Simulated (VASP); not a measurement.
Here is the system:

```
CELL_PARAMETERS angstrom
      0.00000     3.31961     3.31961
      3.31961     0.00000     3.31961
      3.31961     3.31961     0.00000
ATOMIC_POSITIONS crystal
  In 0.00000 0.00000 0.00000
  Sb 0.25000 0.25000 0.25000
```

Calculation: optB86b-vdW, VASP's PBE PAW potentials (set 64) (plane waves; VASP). Settings: 520 eV cut-off, 10×10×10 Γ-centred mesh, first-order Methfessel-Paxton smearing of 0.10 eV, potentials In_d Sb.

### Question
The job: InSb (zinc blende), 2 atoms, optB86b-vdW, static run, 520 eV, 10×10×10 Γ-centred mesh. Roughly how much core time does it take on a busy server core?

### Answer
About 60 core-seconds (one run on a shared machine, a rough figure). It had 47 irreducible k-points, 13 bands, up to 1989 plane waves and 14 electronic steps.

The compound is InSb in the zinc blende structure. This cell is one point of a volume scan, at 1.03 of the reference volume.
